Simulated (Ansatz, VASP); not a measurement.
# B (alpha-rhombohedral (B12)) in two plane-wave programs, part 2 of 2

Aim: how closely do two programs agree when they are given the same cell, functional and k mesh? The cell is taken from a series of runs on this material, whose earlier steps may have relaxed, scaled, displaced or heated it; both programs get it as it stands.

VASP 6.6.1 and Ansatz 0.2.0.

So far: The starting structure; VASP: relaxation of cell and atoms, r2SCAN.

## 3. Ansatz: relaxation of cell and atoms, r2SCAN

Level of this step: Ansatz beside VASP: Kohn-Sham DFT, plane waves, r2SCAN (Ansatz).

Ansatz runs on its default PAW (the set named soft_2) files.

The same cell, functional, mesh and smearing now go to Ansatz.

The input, input.yaml:

```yaml
crystal:
  lattice:
    - [2.454, 1.4168175606, 4.189]
    - [-2.454, 1.4168175606, 4.189]
    - [0.0, -2.8336351212, 4.189]
  atoms:
    - { symbol: B, position: [0.0104, 0.6573, 0.0104] }
    - { symbol: B, position: [0.0104, 0.0104, 0.6573] }
    - { symbol: B, position: [0.6573, 0.0104, 0.0104] }
    - { symbol: B, position: [0.9896, 0.3427, 0.9896] }
    - { symbol: B, position: [0.3427, 0.9896, 0.9896] }
    - { symbol: B, position: [0.9896, 0.9896, 0.3427] }
    - { symbol: B, position: [0.2206, 0.6323, 0.2206] }
    - { symbol: B, position: [0.2206, 0.2206, 0.6323] }
    - { symbol: B, position: [0.6323, 0.2206, 0.2206] }
    - { symbol: B, position: [0.7794, 0.3677, 0.7794] }
    - { symbol: B, position: [0.3677, 0.7794, 0.7794] }
    - { symbol: B, position: [0.7794, 0.7794, 0.3677] }
basis:
  ecutwfc: 500
  xc_grid: 2
hamiltonian:
  xc: r2scan
kpoints:
  mp_grid: { grid: [7, 7, 7] }
scf:
  occupations: { method: fermi_dirac, width: 0.01 }
  max_iter: 150
output:
  forces: true
  stress: true
relax:
  f_tol: 0.01
  max_steps: 60
  cell: {}
checkpoint:
  write: "../r2scan.run"
  compress: false
  write_wavefunctions: false
  write_every: 100000
```

Started as:

```
$ ansatz run input.yaml --threads 1 --pin off --max-ram 2826MiB --backend cpu --events-out ev --progress --plain --runs-dir out
```

Numbers of over 12 decimals in the logs are rounded to 6 here.

Output:

```text
Engine: ansatz 0.2.0, aarch64-unknown-linux-gnu
Pseudopotentials: kind: paw
Pseudopotential: B, paw, valence charge 3, recommended cutoff 500 eV (meta_gga), B.paw.azcp
Functional definition: r2SCAN
  parameter k0 = 0.174
  parameter k1 = 0.065
  parameter a1 = 4.9479
  exchange = r2scan_x(k0 = k0, k1 = k1, a1 = a1)
  correlation = r2scan_c
Crystal: 12 atoms, lattice volume = 87.388 Å³
Basis set: ecut = 500 eV, 2193 PW (Γ), exchange–correlation on 80×80×80 points (8 copies of the dense FFT grid, shifted against one another)
Bands: 30, of which v1, the nominal top of the filled ones, is band 18 counted from 1 (17 counted from 0)
Symmetry: 12 space group operations
Space group: R-3m (ITA 166), of the structure as read, at distance tolerance 4.4e-5 Å
k-points: 44 of 343
Non-local potential: B, projectors of the file, l = 0: 2, l = 1: 2, l = 2: 1
PAW form: soft (Blöchl's): semilocal exchange-correlation on the pseudo side does not see the compensation charge
PAW frozen core: B, regenerated for the run's functional (the file was generated under x = pbe(κ = 0.804, μ = 0.219515), c = pbe(β = 0.066725))
PAW one-centre angular grid: B, 302 points (default); XC on 160 Gauss nodes
Initial density: superposition of atomic densities (neutral atoms: chi_scale 0, normalization atom), corrected by the library's trained network
Initial wavefunctions: pseudopotential atomic-orbital guess
Functional: x = r2scan, c = r2scan; τ floored in thin density (d = 2e-4 eV/Å³)
SCF iter   1: F=—  HF=-1878.287535 eV  |F-HF|=—  |Δ(HF+E_count)|=         —  Δρ=8.70e-3  dr2=5.49e-2  dr2_τ=1.68e0  ethr=1.77e-3  ⟨swp⟩=7.7  Hψ=7153  notcnv=0  defer=77
preconditioner: auto → none  [insulator: Δε(μ)=1.643 eV  Ē_g=13.168 eV  σ=0.010 eV  W_gap=1.00  n_scr=14 (ndim 8)  ℏωp=23.8 eV  f_vac=0.000  D(μ)=0.00/eV (n_scr^D=0)  ε∞_Penn≈4.3]
SCF iter   2: F=—  HF=-1878.592945 eV  |F-HF|=—  |Δ(HF+E_count)|=   3.05e-1  Δρ=5.17e-3  dr2=1.24e-2  dr2_τ=3.21e-4  ethr=1.52e-4  ⟨swp⟩=3.0  Hψ=2922  notcnv=0  defer=276
SCF iter   3: F=—  HF=-1878.596632 eV  |F-HF|=—  |Δ(HF+E_count)|=   3.69e-3  Δρ=1.53e-3  dr2=2.85e-3  dr2_τ=1.42e-4  ethr=3.46e-5  ⟨swp⟩=2.3  Hψ=2041  notcnv=0  defer=100
automatic band count: iteration 3 solves 26 bands in place of 30: the levels show a gap, and the empty bands left out lie too high to hold charge; the band table lists the bands solved (type scf.n_extra_bands for more)
SCF iter   4: F=—  HF=-1878.596319 eV  |F-HF|=—  |Δ(HF+E_count)|=   3.12e-4  Δρ=2.65e-4  dr2=8.32e-5  dr2_τ=6.02e-6  ethr=7.92e-6  ⟨swp⟩=3.0  Hψ=2026  notcnv=0  defer=100
SCF iter   5: F=—  HF=-1878.596312 eV  |F-HF|=—  |Δ(HF+E_count)|=   7.90e-6  Δρ=9.21e-5  dr2=3.61e-6  dr2_τ=1.97e-7  ethr=2.31e-7  ⟨swp⟩=2.0  Hψ=1752  notcnv=0  defer=100
SCF iter   6: F=—  HF=-1878.596315 eV  |F-HF|=—  |Δ(HF+E_count)|=   3.93e-6  Δρ=1.99e-5  dr2=2.64e-7  dr2_τ=1.11e-8  ethr=1.00e-8  ⟨swp⟩=2.0  Hψ=1790  notcnv=0  defer=100
SCF iter   7: F=-1878.596316 eV  HF=-1878.596316 eV  |F-HF|=8.54e-9  |Δ(HF+E_count)|=   1.94e-7  Δρ=4.88e-6  dr2=1.19e-8  dr2_τ=4.63e-10  ethr=2.78e-10  ⟨swp⟩=4.9  Hψ=3885  notcnv=0
SCF 1 converged in 7 iterations: F = -1878.596316 eV  dr2 = 1.19e-8
  greatest PAW one-centre occupation: 0.554 electrons in one spin orbital (limit 2), on the B atom at site 4 (counted from 0), in its partial waves of l = 0
relax step   1: F+E_penalty+E_count = -1878.59631567 eV  Δ(F+E_penalty+E_count) = +0.000e0 eV  max|allowed force component| = 7.230e-1 eV/Å  Δτ_max = 0.0000 Å  P = -1.422 GPa  Ω = 87.388 Å³  (7 SCF iters, dr2 threshold 1.00e-7 eV, accepted)
[...]
relax step   3: F+E_penalty+E_count = -1878.64767909 eV  Δ(F+E_penalty+E_count) = -7.072e-3 eV  max|allowed force component| = 1.687e-2 eV/Å  Δτ_max = 0.0067 Å  P = +0.202 GPa  Ω = 86.622 Å³  energy of the carried Pulay correction = +8.342e-5 eV  (5 SCF iters, dr2 threshold 1.20e-6 eV, accepted)
[...]
relax step   4: F+E_penalty+E_count = -1878.64785244 eV  Δ(F+E_penalty+E_count) = -1.733e-4 eV  max|allowed force component| = 6.147e-3 eV/Å  Δτ_max = 0.0008 Å  P = +0.048 GPa  Ω = 86.673 Å³  energy of the carried Pulay correction = +7.781e-5 eV  (4 SCF iters, dr2 threshold 5.62e-7 eV, accepted)
[...]
relax step   5: F+E_penalty+E_count = -1878.64786733 eV  Δ(F+E_penalty+E_count) = -1.489e-5 eV  max|allowed force component| = 8.822e-4 eV/Å  Δτ_max = 0.0003 Å  P = -0.004 GPa  Ω = 86.690 Å³  energy of the carried Pulay correction = +7.594e-5 eV  (4 SCF iters, dr2 threshold 2.42e-8 eV, accepted)
[...]
relax step   6: F+E_penalty+E_count = -1878.64779698 eV  Δ(F+E_penalty+E_count) = +7.035e-5 eV  max|allowed force component| = 9.008e-4 eV/Å  Δτ_max = 0.0000 Å  P = -0.004 GPa  Ω = 86.690 Å³  stress off target by 9.45e-3 GPa  SCF on the basis re-selected at this cell (its energy is not comparable with the rows above)  (4 SCF iters)
basis re-selected at this cell: Δ(F+E_penalty+E_count) = +7.035e-5 eV, ΔP = -0.001 GPa vs the last step (what re-selecting the basis moved, of the pressure what is left beyond the Pulay correction that the steps carried, after the strain that the cell walked since its last selection, with what the two solves' SCF thresholds leave and, on support functions, any second-order correction that the steps lacked; it is no m [...]
SCF converged after 4 iterations
Free energy (F): -1878.647797 eV
Harris-Foulkes:  -1878.647797 eV  (|F-HF|=1.36e-10)
Internal energy: -1878.647797 eV  (E = F + TS)
E sigma→0 (E₀):  -1878.647797 eV
Fermi energy:    9.878794 eV
--- Per-component energies (eV) ---
  E_band       = 79.323523
  E_kinetic    = 596.947500
  E_local      = -366.712186  (includes V_loc(G=0)·N_el)
  E_nonlocal   = 133.122501
  E_hartree    = 112.493122
  E_xc         = -379.563126
  E_vxc        = -499.069899  (∫ρ·V_xc dr)
  E_paw        = -960.702757  (= ΣΔE_a)
  E_vpaw       = -33.563182  (= ΣTr[D̂ρ^β])
  E_aug_tail   = -0.000018  (compensation charges beyond the density's cutoff)
  E_vtau       = 23.612506  (kinetic-family band-sum trace: ∫τ·v_τ [+ j·A + Jᵃ·Aᵃ] dr)
  E_ewald      = -1014.011529
  E_core_change = -0.221305  (= ΣΔE_core)
  E_smearing   = -0.000000  (= −TS)
  E_closure    = -0.000000  (closes the sum)
  Σ components = -1878.647797   (vs F -1878.647797, Δ=0.00e0)
--- Forces (eV/Å), atoms counted from 1 ---
  atom   1  B      0.00078015    -0.00045042     0.00063142
  atom   2  B      0.00000000     0.00090084     0.00063142
  atom   3  B     -0.00078015    -0.00045042     0.00063142
  atom   4  B     -0.00078015     0.00045042    -0.00063142
  atom   5  B      0.00078015     0.00045042    -0.00063142
  atom   6  B     -0.00000000    -0.00090084    -0.00063142
  atom   7  B     -0.00046636     0.00026925    -0.00014359
  atom   8  B      0.00000000    -0.00053851    -0.00014359
  atom   9  B      0.00046636     0.00026925    -0.00014359
  atom  10  B      0.00046636    -0.00026925     0.00014359
  atom  11  B     -0.00046636    -0.00026925     0.00014359
  atom  12  B     -0.00000000     0.00053851     0.00014359
  max |Σ_I F_I| component: 2.73e-17 eV/Å
--- Stress (GPa, compression-positive) ---
       -0.002007      -0.000000       0.000000
       -0.000000      -0.002007      -0.000000
        0.000000      -0.000000      -0.009449
  P = ⅓ Tr σ = -0.0045 GPa (-0.045 kbar)
--- Relaxed structure (5 steps of the walk, 5 accepted, 1 SCFs on fresh bases) ---
  F+E_penalty+E_count = -1878.64779698 eV   max|allowed force component| = 9.008e-4 eV/Å   (the final SCF, on the basis selected at the relaxed cell)
  cell:  # Å, volume = 86.6899 Å³
    - [2.449330, 1.414121, 4.171416]
    - [-2.449330, 1.414121, 4.171416]
    - [0, -2.828243, 4.171416]
  atoms:
    - { symbol: B, position: [0.00986722, 0.654421, 0.00986722] }
    - { symbol: B, position: [0.00986722, 0.00986722, 0.654421] }
    - { symbol: B, position: [0.654421, 0.00986722, 0.00986722] }
    - { symbol: B, position: [0.990133, 0.345579, 0.990133] }
    - { symbol: B, position: [0.345579, 0.990133, 0.990133] }
    - { symbol: B, position: [0.990133, 0.990133, 0.345579] }
    - { symbol: B, position: [0.220502, 0.631762, 0.220502] }
    - { symbol: B, position: [0.220502, 0.220502, 0.631762] }
    - { symbol: B, position: [0.631762, 0.220502, 0.220502] }
    - { symbol: B, position: [0.779498, 0.368238, 0.779498] }
    - { symbol: B, position: [0.368238, 0.779498, 0.779498] }
    - { symbol: B, position: [0.779498, 0.779498, 0.368238] }
```

## 4. Side by side

Known differences besides the potentials themselves: VASP keeps PBE cores, Ansatz makes them for the functional; the cutoff is 500 eV in Ansatz and 550 eV in VASP; Ansatz adds a Pulay correction to the stress that steers its cell, VASP none. Total energies have different zeros and are not compared.

Compared:

```csv
quantity,Ansatz,VASP,difference
volume (Å³),86.69,86.74,-0.06 %
"edge a after relaxation, in the typed setting (Å)",5.040,5.041,-0.02 %
```

## 5. Summary of results

```json
{
  "difference in volume (relaxation of cell and atoms, r2SCAN)": "-0.059 %"
}
```

**Reading.** The difference in volume is -0.059 % (relaxation of cell and atoms, r2SCAN), within the 1.2 % picked in this series as the mark of a large difference, as far as the stopping tolerances let one tell. How closely two codes agree says nothing of how well the functional describes the real material.

[Lines on the potential files, build, host, timing and source positions are cut from VASP's logs without a mark.]

[Logs are printed without paths, hosts, clocks, repeated set-up lines and the standing remarks that a program may print on its own settings, such as how far it seeks lower states.]

[Hosts, paths, dates, database ids (printed as entryN), source tags and the programs' standing remarks are cut or masked in the printed files.]
